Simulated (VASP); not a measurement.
OSZICAR of a VASP run on WSi2 (MoSi2 type):

File OSZICAR:
```
       N       E                     dE             d eps       ncg     rms          rms(c)
DAV:   1     0.125911636927E+03    0.12591E+03   -0.11095E+04  5888   0.146E+03
DAV:   2    -0.211335359633E+02   -0.14705E+03   -0.14512E+03  6734   0.355E+02
DAV:   3    -0.254528401133E+02   -0.43193E+01   -0.42064E+01  7995   0.522E+01
DAV:   4    -0.254854495176E+02   -0.32609E-01   -0.32585E-01  6685   0.537E+00
DAV:   5    -0.254858950912E+02   -0.44557E-03   -0.44557E-03  8015   0.626E-01    0.221E+01
DAV:   6    -0.245933786345E+02    0.89252E+00   -0.66437E+00  7084   0.179E+01    0.648E+00
DAV:   7    -0.244997859289E+02    0.93593E-01   -0.57607E-01  6748   0.434E+00    0.433E+00
DAV:   8    -0.244725655009E+02    0.27220E-01   -0.72698E-02  7441   0.239E+00    0.290E-01
DAV:   9    -0.244722300817E+02    0.33542E-03   -0.20633E-03  7189   0.353E-01    0.183E-01
DAV:  10    -0.244721722802E+02    0.57802E-04   -0.46645E-04  7238   0.206E-01    0.342E-02
DAV:  11    -0.244721632014E+02    0.90788E-05   -0.54735E-05  7273   0.607E-02    0.145E-02
DAV:  12    -0.244721627789E+02    0.42248E-06   -0.25028E-06  7336   0.109E-02    0.328E-03
DAV:  13    -0.244721622907E+02    0.48824E-06   -0.27285E-07  6217   0.489E-03    0.658E-04
DAV:  14    -0.244721622110E+02    0.79702E-07   -0.20250E-08  3598   0.145E-03
   1 F= -.24472162E+02 E0= -.24472237E+02  d E =-.244722E+02
       N       E                     dE             d eps       ncg     rms          rms(c)
DAV:   1    -0.244776372670E+02   -0.54750E-02   -0.14844E-01  6426   0.385E+00    0.333E-01
DAV:   2    -0.244746826566E+02    0.29546E-02   -0.61680E-03  7546   0.662E-01    0.179E-01
DAV:   3    -0.244737493241E+02    0.93333E-03   -0.24287E-03  7616   0.373E-01    0.495E-02
DAV:   4    -0.244737421092E+02    0.72149E-05   -0.13286E-04  6405   0.892E-02    0.189E-02
DAV:   5    -0.244737398916E+02    0.22176E-05   -0.57390E-06  7588   0.163E-02    0.977E-03
DAV:   6    -0.244737396870E+02    0.20465E-06   -0.13487E-06  7567   0.772E-03    0.185E-03
DAV:   7    -0.244737396418E+02    0.45119E-07   -0.15107E-07  4387   0.272E-03
   2 F= -.24473740E+02 E0= -.24473756E+02  d E =-.157743E-02
       N       E                     dE             d eps       ncg     rms          rms(c)
DAV:   1    -0.244738176874E+02   -0.78000E-04   -0.19662E-03  6328   0.443E-01    0.381E-02
DAV:   2    -0.244737784905E+02    0.39197E-04   -0.83299E-05  7539   0.751E-02    0.203E-02
DAV:   3    -0.244737663543E+02    0.12136E-04   -0.30525E-05  7630   0.415E-02    0.605E-03
DAV:   4    -0.244737661809E+02    0.17338E-06   -0.17767E-06  6510   0.104E-02    0.221E-03
DAV:   5    -0.244737661599E+02    0.20944E-07   -0.76293E-08  4039   0.196E-03
   3 F= -.24473766E+02 E0= -.24473788E+02  d E =-.160395E-02
       N       E                     dE             d eps       ncg     rms          rms(c)
DAV:   1    -0.244742463847E+02   -0.48020E-03   -0.16595E-02  6923   0.114E+00    0.940E-02
DAV:   2    -0.244740036308E+02    0.24275E-03   -0.67230E-04  7119   0.206E-01    0.479E-02
DAV:   3    -0.244739345283E+02    0.69103E-04   -0.16898E-04  7581   0.956E-02    0.138E-02
DAV:   4    -0.244739325371E+02    0.19912E-05   -0.14200E-05  6972   0.286E-02    0.664E-03
DAV:   5    -0.244739323466E+02    0.19053E-06   -0.76037E-07  7126   0.563E-03    0.360E-03
DAV:   6    -0.244739323690E+02   -0.22495E-07   -0.11903E-07  4030   0.237E-03
   4 F= -.24473932E+02 E0= -.24473955E+02  d E =-.166209E-03
```

Which electronic solver shows in the log?

It is blocked Davidson (ALGO = Normal, or the opening steps of other solvers). The INCAR had ALGO = Normal.

Can the final energy be trusted as converged?

The run converged. It stopped with EDIFF = 1E-7, NELM = 100, NSW = 30 and EDIFFG = -0.01 after 4 ionic steps (PW91 GGA, plane waves, VASP's PBE PAW potentials (set 64)).

The compound is WSi2 in the MoSi2 type structure. This cell is one point of a volume scan, at 1.06 of the reference volume. Symmetry was kept, so distortions that lower it aren't found.
